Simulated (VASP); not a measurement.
Here is the system:

```
CELL_PARAMETERS angstrom
      3.56454     0.00000     0.00000
     -3.56454     3.56454     0.00000
      0.00000     0.00000    19.62640
ATOMIC_POSITIONS crystal
  Cl 0.00000 0.50000 0.43523
  Cl 0.00000 0.00000 0.30571
  Cl 0.00000 0.50000 0.69429
  Cl 0.00000 0.00000 0.56476
  Li 0.00000 0.00000 0.43523
  Li 0.00000 0.50000 0.30571
  Li 0.00000 0.00000 0.69429
  Li 0.00000 0.50000 0.56476
```

Method: PBEsol GGA, VASP's PBE PAW potentials (set 64) (plane waves; VASP 6.6.1). Run with 400 eV cut-off, 13×13×1 Γ-centred mesh, Fermi-Dirac smearing of 0.050 eV, potentials Cl Li_sv.

The cell holds a wide vacuum, so values per volume refer to the whole cell.

### Question
Estimate the energy per atom (σ→0).

### Answer

```json
{
 "energy per atom (σ→0)": "-366.8 kJ/mol-atom"
}
```

Total energies compare only between runs with the same potentials, cut-off and functional.

The cell is a sheet with vacuum, built from a database entry that may be metastable or hypothetical.
